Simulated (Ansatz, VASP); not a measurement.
## Cross-check of Ti2CSO (Ti2COS MXene monolayer) between VASP and Ansatz

Aim: how closely do two programs agree when they are given the same cell, functional and k mesh? The cell is taken from a series of runs on this material, whose earlier steps may have relaxed, scaled, displaced or heated it; both programs get it as it stands.

Calculated with Ansatz 0.2.0; plane waves, with VASP 6.6.1 beside it; single point at PBE with D3(BJ).

## Step 1: The starting structure

The cell holds 5 atoms: 1 S, 2 Ti, 1 C and 1 O. Its edges and angles: a = 3.078 Å, b = 3.078 Å, c = 22.988 Å, α = 90.0°, β = 90.0°, γ = 120.0°. Vacuum lies along c.

As a file:

```xyz
5
Lattice="3.0776 0.0000 0.0000 -1.5388 2.6652 0.0000 0.0000 0.0000 22.9880" Properties=species:S:1:pos:R:3
S     0.0000    1.7768    9.0000
Ti    1.5388    0.8884   10.6005
Ti    0.0000    1.7768   13.1049
C     3.0776    0.0000   11.7863
O     1.5388    0.8884   13.9880
```

## Step 2: VASP: single point, PBE with D3(BJ)

A single point gives forces, pressure and levels at one fixed geometry, so differences don't come from the geometry; what else differs is listed under the comparison.

Lines of VASP's logs that name or quote its potential files are left out, and so is its time.

File INCAR:

```
SYSTEM = Ti2CSO
PREC = Accurate
ENCUT = 520
EDIFF = 1E-06
NELM = 120
ISMEAR = -1
SIGMA = 0.02585
LREAL = .FALSE.
ALGO = Normal
GGA = PE
IVDW = 12
NBANDS = 26
LASPH = .TRUE.
LORBIT = 11
LWAVE = .FALSE.
LCHARG = .FALSE.
ISIF = 2
LDIPOL = .TRUE.
IDIPOL = 3
DIPOL = 0.5 0.5 0.509
LVHAR = .TRUE.
GGA_COMPAT = .FALSE.
NELMDL = -8
KPAR = 2
```

File POSCAR:

```
Ti2CSO
1.0
    3.0775559054      0.0000000000      0.0000000000
   -1.5387779527      2.6652415957      0.0000000000
    0.0000000000      0.0000000000     22.9879713108
S Ti C O
1 2 1 1
Direct
    0.3333333333      0.6666666667      0.3915091018
    0.6666666666      0.3333333334      0.4611313646
    0.3333333333      0.6666666667      0.5700765711
    1.0000000000      0.0000000000      0.5127142261
    0.6666666666      0.3333333334      0.6084908982
```

File KPOINTS:

```
Automatic mesh
0
Gamma
18 18 1
0 0 0
```

PAW data sets: S, Ti_sv, C and O (PBE family, release 64).

The run is started by

```
$ mpirun -np 2 vasp_std
```

Numbers of over 12 decimals in the logs are rounded to 6 here.

The log of the run:

```text
[banner, memory and clock lines left out]
running    2 mpi-ranks, on    1 nodes
 distrk:  each k-point on    1 cores,    2 groups
 distr:  one band on    1 cores,    1 groups

 POSCAR found type information on POSCAR S TiC O
 POSCAR found :  4 types and       5 ions
 LDA part: xc-table for (Slater+PW92), standard interpolation
 POSCAR, INCAR and KPOINTS ok, starting setup
 FFT: planning ... GRIDC
 FFT: planning ... GRID_SOFT
 FFT: planning ... GRID
 WAVECAR not read
 entering main loop
       N       E                     dE             d eps       ncg     rms          rms(c)
DAV:   1     0.454319831313E+03    0.45432E+03   -0.20501E+04  2212   0.142E+03
DAV:   2     0.179935697844E+02   -0.43633E+03   -0.42827E+03  2230   0.416E+02
DAV:   3    -0.467663701183E+02   -0.64760E+02   -0.63783E+02  3068   0.150E+02
DAV:   4    -0.527024211616E+02   -0.59361E+01   -0.59220E+01  3046   0.399E+01
DAV:   5    -0.531909973830E+02   -0.48858E+00   -0.48854E+00  2904   0.890E+00
DAV:   6    -0.532027633099E+02   -0.11766E-01   -0.11766E-01  2968   0.179E+00
DAV:   7    -0.532032757219E+02   -0.51241E-03   -0.51241E-03  2912   0.271E-01
DAV:   8    -0.532032825772E+02   -0.68553E-05   -0.68551E-05  2992   0.426E-02    0.264E+01
DAV:   9    -0.432548054153E+02    0.99485E+01   -0.10330E+02  2580   0.784E+01    0.129E+01
DAV:  10    -0.424279086809E+02    0.82690E+00   -0.38910E+01  2662   0.411E+01    0.822E+00
DAV:  11    -0.417033186966E+02    0.72459E+00   -0.83827E+00  2910   0.228E+01    0.406E+00
DAV:  12    -0.417060664397E+02   -0.27477E-02   -0.39369E+00  3276   0.118E+01    0.277E+00
DAV:  13    -0.415940898677E+02    0.11198E+00   -0.11515E+00  2876   0.104E+01    0.169E+00
DAV:  14    -0.415771172297E+02    0.16973E-01   -0.29410E-01  2650   0.387E+00    0.889E-01
[...]
DAV:  24    -0.415676618406E+02   -0.15725E-04   -0.72309E-07  1402   0.462E-03    0.292E-03
DAV:  25    -0.415677072312E+02   -0.45391E-04   -0.24859E-06  1670   0.645E-03    0.921E-04
DAV:  26    -0.415677157399E+02   -0.85087E-05   -0.35347E-07  1300   0.325E-03    0.989E-04
DAV:  27    -0.415677212115E+02   -0.54716E-05   -0.36349E-07  1346   0.259E-03    0.453E-04
DAV:  28    -0.415677227142E+02   -0.15027E-05   -0.70910E-08  1070   0.133E-03    0.347E-04
DAV:  29    -0.415677248029E+02   -0.20887E-05   -0.11313E-07  1204   0.115E-03    0.322E-04
DAV:  30    -0.415677260029E+02   -0.11999E-05   -0.55519E-08  1074   0.122E-03    0.183E-04
DAV:  31    -0.415677262158E+02   -0.21297E-06   -0.15614E-08  1036   0.675E-04
   1 F= -.43038608E+02 E0= -.43037465E+02  d E =-.228618E-02
```

From OUTCAR (step 2):

```text
ion  position               nearest neighbor table
   1  0.333  0.667  0.392-   2 2.39   2 2.39   2 2.39
   2  0.667  0.333  0.461-   4 2.14   4 2.14   4 2.14   1 2.39   1 2.39   1 2.39
   3  0.333  0.667  0.570-   5 1.98   5 1.98   5 1.98   4 2.21   4 2.21   4 2.21
   4  0.000  0.000  0.513-   2 2.14   2 2.14   2 2.14   3 2.21   3 2.21   3 2.21
   5  0.667  0.333  0.608-   3 1.98   3 1.98   3 1.98

  LATTYP: Found a hexagonal cell.
 ALAT       =     3.0775559054
 C/A-ratio  =     7.4695544183

 Subroutine GETGRP returns: Found  6 space group operations
 (whereof  6 operations were pure point group operations)

The static configuration has the point symmetry C_3v.

 Found     37 irreducible k-points:

   k-points           NKPTS =     37   k-points in BZ     NKDIM =     37   number of bands    NBANDS=     26

   dimension x,y,z NGX =    24 NGY =   24 NGZ =  180
   dimension x,y,z NGXF=    48 NGYF=   48 NGZF=  360

   ENCUT  =  520.0 eV  38.22 Ry    6.18 a.u.   5.72  5.72 42.74*2*pi/ulx,y,z

   NELECT =      40.0000    total number of electrons

 k-points in reciprocal lattice and weights: Automatic mesh
   0.00000000  0.00000000  0.00000000       0.003
   0.05555556  0.00000000  0.00000000       0.019
   0.11111111  0.00000000  0.00000000       0.019
   0.16666667  0.00000000  0.00000000       0.019
   0.22222222 -0.00000000  0.00000000       0.019
   0.27777778  0.00000000  0.00000000       0.019
   0.33333333  0.00000000  0.00000000       0.019
   0.38888889 -0.00000000  0.00000000       0.019
   0.44444444 -0.00000000  0.00000000       0.019
[...]
0.33333333  0.27777778  0.00000000       0.037
   0.33333333  0.33333333  0.00000000       0.006

 dipolmoment           0.000000      0.000000     -0.013561 electrons x Angstroem

 average (electrostatic) potential at core
       1 -92.4474       2 -82.2068       3 -83.3053       4 -55.4047       5 -77.3685

 E-fermi :  -1.3718

 k-point     1 :       0.0000    0.0000    0.0000
  band No.  band energies     occupation
    ...
     14      -6.3948      2.00000
     15      -5.2477      2.00000
     16      -3.3127      2.00000
     17      -3.3127      2.00000
     18      -2.6815      2.00000
     19      -0.8002      0.00000
     20      -0.8002      0.00000
     21      -0.4657      0.00000
     22      -0.4657      0.00000
     23      -0.2261      0.00000
    ...

 k-point     2 :       0.0556    0.0000    0.0000
  band No.  band energies     occupation
    ...
     14      -6.3734      2.00000
     15      -5.1908      2.00000
     16      -3.5126      2.00000
     17      -3.3159      2.00000
     18      -2.5643      2.00000
     19      -1.1770      0.00107
     20      -1.0520      0.00001
     21      -0.5666      0.00000
     22      -0.2727      0.00000
     23       0.0138      0.00000
    ...

 k-point     3 :       0.1111    0.0000    0.0000
  band No.  band energies     occupation
    ...
     16      -3.8522      2.00000
     17      -3.3325      2.00000
     18      -2.5016      2.00000
     19      -1.8434      2.00000
     20      -1.3883      1.30849
     21      -0.7317      0.00000
     22      -0.1329      0.00000
     23       0.2261      0.00000
     24       0.5025      0.00000
     25       0.6429      0.00000
    ...

 Edisp (eV)   -1.47088

  Total       0.07513     0.07513     0.03055     0.00000     0.00000    -0.00000
  in kB       0.63835     0.63835     0.25954     0.00000     0.00000    -0.00000
  external pressure =        0.51 kB  Pullay stress =        0.00 kB

  energy-cutoff  :      520.00
  volume of cell :      188.56
      direct lattice vectors                 reciprocal lattice vectors
     3.077555905  0.000000000  0.000000000     0.324933171  0.187600254  0.000000000
    -1.538777953  2.665241596  0.000000000     0.000000000  0.375200508  0.000000000
     0.000000000  0.000000000 22.987971311     0.000000000  0.000000000  0.043501011

 POSITION                                       TOTAL-FORCE (eV/Angst)
 -----------------------------------------------------------------------------------
     -0.00000      1.77683      9.00000        -0.000000      0.000000     -0.001530
      1.53878      0.88841     10.60047         0.000000     -0.000000     -0.012216
     -0.00000      1.77683     13.10490        -0.000000     -0.000000     -0.024859
      0.00000      0.00000     11.78626        -0.000000      0.000000     -0.003801
      1.53878      0.88841     13.98797         0.000000      0.000000      0.042406
 -----------------------------------------------------------------------------------
    total drift:                                0.000001     -0.000001     -0.000469

  FREE ENERGIE OF THE ION-ELECTRON SYSTEM (eV)
  ---------------------------------------------------
  free  energy   TOTEN  =       -43.0386078315 eV

  energy  without entropy=      -43.0363216489  energy(sigma->0) =      -43.03746474

 vacuum level on the upper side and lower side of the slab         4.208         4.507

 total charge
# of ion       s       p       d       tot
------------------------------------------
    1        1.372   2.348   0.000   3.720
    2        2.205   6.244   1.955  10.404
    3        2.198   6.247   1.828  10.273
    4        0.893   1.519   0.000   2.412
    5        1.576   3.444   0.000   5.020
--------------------------------------------------
tot          8.243  19.803   3.783  31.828

[... 3 further parts left out ...]
```

## Step 3: Ansatz: single point, PBE with D3(BJ)

Ansatz runs on its PAW soft_1 files.

The same cell, functional, mesh and smearing now go to Ansatz, which takes its cutoff from its data sets.

File input.yaml:

```yaml
crystal:
  lattice:
    - [3.0775559054, 0.0, 0.0]
    - [-1.5387779527, 2.6652415957, 0.0]
    - [0.0, 0.0, 22.9879713108]
  atoms:
    - { symbol: S, position: [0.3333333333, 0.6666666667, 0.3915091018] }
    - { symbol: Ti, position: [0.6666666667, 0.3333333333, 0.4611313646] }
    - { symbol: C, position: [0.0, 0.0, 0.5127142261] }
    - { symbol: Ti, position: [0.3333333333, 0.6666666667, 0.5700765711] }
    - { symbol: O, position: [0.6666666667, 0.3333333333, 0.6084908982] }
kpoints:
  mp_grid: { grid: [18, 18, 1] }
  band_path:
    path: [[0, 0, 0], [0.5, 0, 0], [0.33333333, 0.33333333, 0], [0, 0, 0]]
    npoints: 16
hamiltonian:
  xc: pbe
  dispersion: d3bj
  pseudopotentials: { kind: paw, azcp: { folder: soft_1 } }
scf:
  occupations: { method: fermi_dirac, width: 0.02585 }
  convergence: { dr2_threshold: 1.0e-10 }
efield:
  axis: 3
  dipole_correction: true
  ramp_position: 0.97
  ramp_width: 0.06
  amplitude: 0
output:
  dos: { projected: true, e_range: [-6, 5] }
  write_potential: true
  write_density: true
  volumetric_format: npy
  elf: true
```

The run is started by

```
$ ansatz run input.yaml --threads 2 --pin off --max-ram 3072MiB --backend cpu --events-out ev --progress --plain --runs-dir out
```

The log of the run:

```text
Engine: ansatz 0.2.0, x86_64-unknown-linux-gnu
Pseudopotentials: kind: paw
Pseudopotential: S, paw, valence charge 6, recommended cutoff 420 eV (normal), soft_1/S.paw.azcp
Pseudopotential: Ti, paw, valence charge 12, recommended cutoff 420 eV (normal), soft_1/Ti.paw.azcp
Pseudopotential: C, paw, valence charge 4, recommended cutoff 420 eV (normal), soft_1/C.paw.azcp
Pseudopotential: O, paw, valence charge 6, recommended cutoff 420 eV (normal), soft_1/O.paw.azcp
Functional definition: PBE
  parameter kappa = 0.804
  parameter beta = 0.066725
  exchange = pbe_x(kappa = kappa, mu = beta*pi^2/3)
  correlation = pbe_c(beta = beta)
Crystal: 5 atoms, lattice volume = 188.557 Å³
Basis set: ecut = 420 eV, 3653 PW (Γ)
Bands: 25, of which v1, the nominal top of the filled ones, is band 20 counted from 1 (19 counted from 0)
Symmetry: 6 space group operations
Space group: P3m1 (ITA 156), of the structure as read, at distance tolerance 5.7e-5 Å
k-points: 37 of 324 (time reversal used)
Non-local potential: S, projectors of the file, l = 0: 2, l = 1: 2, l = 2: 1
Non-local potential: Ti, projectors of the file, l = 0: 3, l = 1: 2, l = 2: 3, l = 3: 1
Non-local potential: C, projectors of the file, l = 0: 2, l = 1: 2, l = 2: 1
Non-local potential: O, projectors of the file, l = 0: 2, l = 1: 2, l = 2: 1
PAW form: soft (Blöchl's): semilocal exchange-correlation on the pseudo side does not see the compensation charge
PAW one-centre angular grid: S, 110 points (default); XC on 64 Gauss nodes
PAW one-centre angular grid: Ti, 590 points (default); XC on 64 Gauss nodes
PAW one-centre angular grid: C, 110 points (default); XC on 64 Gauss nodes
PAW one-centre angular grid: O, 110 points (default); XC on 64 Gauss nodes
Initial density: superposition of atomic densities (neutral atoms: chi_scale 0, normalization atom)
Initial wavefunctions: pseudopotential atomic-orbital guess
Functional: x = pbe(κ = 0.804, μ = 0.219515), c = pbe(β = 0.066725)
SCF iter   1: F=—  HF=-6731.944894 eV  |F-HF|=—  |Δ(HF+E_count)|=         —  Δρ=9.71e-2  dr2=2.54e1  ethr=3.10e-3  p=0.000 e·Å  D=2.33e-7 V/Å  ΔV_dip=-0.00 eV  dr2_dipole=2.77e-1  V_vac-E_F(+/−)=8.46/8.46 eV  ⟨swp⟩=9.4  Hψ=5708  notcnv=0
efield: sawtooth ramp at fractional position 0.9700 (set: `efield.ramp_position`, or a place that a band, a saddle search or an elastic batch's reference lends), width 0.0600; the density the first Hamiltonian is built on has a dipole p = 0.000 e·Å; the dipole correction subtracts the counter field D = 2.33e-7 V/Å, which shifts the + side's vacuum level by -0.00 eV against the − side's; the planar-averaged density in the ramp window peaks in size at 5.6e-7 e/Å³
preconditioner: auto → LDOS  [insulator: Δε(μ)=0.146 eV  Ē_g=9.425 eV  σ=0.026 eV  W_gap=0.54  n_scr=14 (ndim 8)  ℏωp=13.2 eV  f_vac=0.634  D(μ)=1.73/eV (n_scr^D=8)  ε∞_Penn≈3.0  β→1.0]
SCF iter   2: F=—  HF=-6737.897649 eV  |F-HF|=—  |Δ(HF+E_count)|=    5.95e0  Δρ=2.00e-1  dr2=1.26e2  ethr=3.10e-3  p=0.075 e·Å  D=7.16e-2 V/Å  ΔV_dip=-1.65 eV  dr2_dipole=4.89e0  V_vac-E_F(+/−)=3.62/5.27 eV  ⟨swp⟩=5.9  Hψ=3054  notcnv=0  defer=21  recentre
SCF iter   3: F=—  HF=-6727.051175 eV  |F-HF|=—  |Δ(HF+E_count)|=    1.08e1  Δρ=3.69e-2  dr2=3.39e0  ethr=3.10e-3  p=0.001 e·Å  D=4.97e-4 V/Å  ΔV_dip=-0.01 eV  dr2_dipole=2.18e-2  V_vac-E_F(+/−)=6.45/6.46 eV  ⟨swp⟩=5.3  Hψ=2974  notcnv=0  defer=3
SCF iter   4: F=—  HF=-6726.398316 eV  |F-HF|=—  |Δ(HF+E_count)|=   6.53e-1  Δρ=6.73e-3  dr2=1.60e-1  ethr=3.10e-3  p=0.023 e·Å  D=2.17e-2 V/Å  ΔV_dip=-0.50 eV  dr2_dipole=1.80e-3  V_vac-E_F(+/−)=5.72/6.22 eV  ⟨swp⟩=2.4  Hψ=2048  notcnv=0  defer=19
SCF iter   5: F=—  HF=-6726.381017 eV  |F-HF|=—  |Δ(HF+E_count)|=   1.73e-2  Δρ=3.00e-3  dr2=3.98e-2  ethr=3.99e-4  p=0.003 e·Å  D=2.66e-3 V/Å  ΔV_dip=-0.06 eV  dr2_dipole=5.79e-3  V_vac-E_F(+/−)=5.63/5.69 eV  ⟨swp⟩=3.1  Hψ=1823  notcnv=0  defer=15
SCF iter   6: F=—  HF=-6726.377172 eV  |F-HF|=—  |Δ(HF+E_count)|=   3.84e-3  Δρ=1.63e-3  dr2=9.23e-3  ethr=9.95e-5  p=0.016 e·Å  D=1.54e-2 V/Å  ΔV_dip=-0.36 eV  dr2_dipole=1.51e-4  V_vac-E_F(+/−)=5.56/5.92 eV  ⟨swp⟩=3.0  Hψ=1521  notcnv=0  defer=15
SCF iter   7: F=—  HF=-6726.376478 eV  |F-HF|=—  |Δ(HF+E_count)|=   6.95e-4  Δρ=7.39e-4  dr2=2.61e-3  ethr=2.31e-5  p=0.014 e·Å  D=1.36e-2 V/Å  ΔV_dip=-0.31 eV  dr2_dipole=4.48e-4  V_vac-E_F(+/−)=5.56/5.87 eV  ⟨swp⟩=2.8  Hψ=1457  notcnv=0  defer=15
SCF iter   8: F=—  HF=-6726.376295 eV  |F-HF|=—  |Δ(HF+E_count)|=   1.83e-4  Δρ=4.58e-4  dr2=8.39e-4  ethr=6.54e-6  p=0.015 e·Å  D=1.47e-2 V/Å  ΔV_dip=-0.34 eV  dr2_dipole=8.71e-5  V_vac-E_F(+/−)=5.55/5.89 eV  ⟨swp⟩=1.4  Hψ=998  notcnv=0  defer=15
SCF iter   9: F=—  HF=-6726.376247 eV  |F-HF|=—  |Δ(HF+E_count)|=   4.80e-5  Δρ=1.73e-4  dr2=1.25e-4  ethr=2.10e-6  p=0.016 e·Å  D=1.50e-2 V/Å  ΔV_dip=-0.34 eV  dr2_dipole=5.84e-6  V_vac-E_F(+/−)=5.55/5.90 eV  ⟨swp⟩=2.0  Hψ=1164  notcnv=0  defer=15
SCF iter  10: F=—  HF=-6726.376242 eV  |F-HF|=—  |Δ(HF+E_count)|=   4.78e-6  Δρ=3.46e-5  dr2=4.35e-6  ethr=3.14e-7  p=0.016 e·Å  D=1.51e-2 V/Å  ΔV_dip=-0.35 eV  dr2_dipole=9.57e-7  V_vac-E_F(+/−)=5.55/5.90 eV  ⟨swp⟩=2.1  Hψ=1516  notcnv=0  defer=15
SCF iter  11: F=—  HF=-6726.376237 eV  |F-HF|=—  |Δ(HF+E_count)|=   5.28e-6  Δρ=6.86e-6  dr2=1.34e-7  ethr=1.09e-8  p=0.016 e·Å  D=1.50e-2 V/Å  ΔV_dip=-0.34 eV  dr2_dipole=9.46e-9  V_vac-E_F(+/−)=5.55/5.90 eV  ⟨swp⟩=3.1  Hψ=1574  notcnv=0  defer=15
SCF iter  12: F=—  HF=-6726.376269 eV  |F-HF|=—  |Δ(HF+E_count)|=   3.18e-5  Δρ=3.02e-6  dr2=2.13e-8  ethr=3.34e-10  p=0.016 e·Å  D=1.50e-2 V/Å  ΔV_dip=-0.34 eV  dr2_dipole=4.23e-10  V_vac-E_F(+/−)=5.55/5.90 eV  ⟨swp⟩=2.4  Hψ=1715  notcnv=0  defer=15
SCF iter  13: F=—  HF=-6726.376269 eV  |F-HF|=—  |Δ(HF+E_count)|=  1.33e-10  Δρ=1.40e-6  dr2=3.34e-9  ethr=5.33e-11  p=0.016 e·Å  D=1.50e-2 V/Å  ΔV_dip=-0.34 eV  dr2_dipole=1.38e-11  V_vac-E_F(+/−)=5.55/5.90 eV  ⟨swp⟩=2.7  Hψ=1593  notcnv=0  defer=15
SCF iter  14: F=—  HF=-6726.376269 eV  |F-HF|=—  |Δ(HF+E_count)|=  3.83e-10  Δρ=3.31e-7  dr2=1.52e-10  ethr=8.36e-12  p=0.016 e·Å  D=1.50e-2 V/Å  ΔV_dip=-0.34 eV  dr2_dipole=8.34e-13  V_vac-E_F(+/−)=5.55/5.90 eV  ⟨swp⟩=2.3  Hψ=1725  notcnv=0  defer=15
SCF iter  15: F=-6726.376269 eV  HF=-6726.376269 eV  |F-HF|=1.46e-11  |Δ(HF+E_count)|=  3.17e-10  Δρ=6.49e-8  dr2=7.08e-12  ethr=1.00e-12  p=0.016 e·Å  D=1.50e-2 V/Å  ΔV_dip=-0.34 eV  dr2_dipole=5.79e-13  V_vac-E_F(+/−)=5.55/5.90 eV  ⟨swp⟩=7.7  Hψ=3437  notcnv=0
SCF 1 converged in 15 iterations: F = -6726.376269 eV  dr2 = 7.08e-12
  greatest PAW one-centre occupation: 0.999 electrons in one spin orbital (limit 2), on the Ti atom at site 3 (counted from 0), in its partial waves of l = 0
NSCF: frozen V_eff on 49 k-points
efield: sawtooth ramp at fractional position 0.9700 (kept from the solve that this one continues, or follows in the run), width 0.0600; the density the first Hamiltonian is built on has a dipole p = 0.016 e·Å; the dipole correction subtracts the counter field D = 1.50e-2 V/Å, which shifts the + side's vacuum level by -0.34 eV against the − side's; the planar-averaged density in the ramp window peaks in size at 3.0e-7 e/Å³
WARN: The output density's exchange-correlation potential varies sharply where the density is thin. Do not read a vacuum level from v_tot or v_xc, or from such a field of the output density. On a cell that repeats whose density bears no net charge and no dipole along the vacuum's axis use v_es (v_loc + v_h of the components); under efield.dipole_correction with no amplitude use v_es + v_field, which holds any externa [...]
SCF converged after 15 iterations
Free energy (F): -6726.376269 eV
Harris-Foulkes:  -6726.376269 eV  (|F-HF|=1.46e-11)
Internal energy: -6726.373988 eV  (E = F + TS)
E sigma→0 (E₀):  -6726.375128 eV
Entropy (-TS):   -0.002281 eV (-0.456 meV/atom)
Fermi energy:    -0.101675 eV
Dipole field:    D = 0.014966 V/Å  (p = 0.015595 e·Å, saw-weighted, corrected)
Work function:   Φ+ = 5.5532 eV   Φ− = 5.8973 eV
Levels:          The Fermi level and band energies are counted from a zero that moves with the ramp; work functions are not
--- Per-component energies (eV) ---
  E_band       = -779.943885
  E_kinetic    = 920.859680
  E_local      = -39065.321592  (includes V_loc(G=0)·N_el)
  E_nonlocal   = 228.363667
  E_hartree    = 19032.928350
  E_xc         = -442.286604
  E_vxc        = -526.293551  (∫ρ·V_xc dr)
  E_paw        = -2952.422686  (= ΣΔE_a)
  E_vpaw       = -403.263360  (= ΣTr[D̂ρ^β])
  E_aug_tail   = 0.000645  (compensation charges beyond the density's cutoff)
  E_efield     = 0.000117  (sawtooth field / dipole correction)
  E_vefield    = -0.146100  (∫n·V_field dr)
  E_ewald      = 15552.975459
  E_disp       = -1.471023  (pairwise vdW)
  E_smearing   = -0.002281  (= −TS)
  E_closure    = 0.000000  (closes the sum)
  Σ components = -6726.376269   (vs F -6726.376269, Δ=0.00e0)
--- Band table (eV; the first three rows and the last of 37) ---
  k-point 0: bands = [... 16 lower, -2.0501, -1.4109, 0.4736, 0.4736, 0.8047, 0.8047, 1.0482, 1.6138, ... 1 higher]
  k-point 1: bands = [... 16 lower, -2.0533, -1.2943, 0.0942, 0.2194, 0.7068, 1.0000, 1.2878, 1.6581, ... 1 higher]
  k-point 2: bands = [... 16 lower, -2.0698, -1.2332, -0.5719, -0.1185, 0.5417, 1.1412, 1.5008, 1.7768, ... 1 higher]
  k-point 36: bands = [... 16 lower, -3.7336, -3.0009, -2.7836, -2.5002, 1.1225, 1.3098, 2.2105, 2.4577, ... 1 higher]
```

In the SCF lines HF is the Harris–Foulkes energy and dr2 the Hartree energy of the density residual, in eV; the loop may stop once dr2 is under the threshold and the program's other checks hold. Hψ counts applications of the Hamiltonian.

## Step 4: Side by side

Known differences besides the potentials themselves: the cutoff is 420 eV in Ansatz and 520 eV in VASP. Total energies have different zeros and are not compared.

Compared:

```
                                   quantity  Ansatz  VASP  difference
 work function, lower of the two faces (eV)    5.55  5.58       -0.03
work function, higher of the two faces (eV)    5.90  5.88       +0.02
```

With vacuum in the cell, a pressure given here is an average over mostly empty space and none of the material.

## Step 5: Results

| Quantity | Value |
| --- | --- |
| difference in work function, lower of the two faces (single point, PBE with D3(BJ)) | -0.027 eV |

**Reading.** The difference in work function, lower of the two faces is -0.027 eV (single point, PBE with D3(BJ)). Such differences can come from data sets, numerical settings and the points named under the comparisons, not from the functional's error against experiment.

[Lines on the potential files, build, host, timing and source positions are cut from VASP's logs without a mark.]

[Logs are printed without paths, hosts, clocks, repeated set-up lines and the standing remarks that a program may print on its own settings, such as how far it seeks lower states.]

[Hosts, paths, dates, database ids (printed as entryN), source tags and the programs' standing remarks are cut or masked in the printed files.]
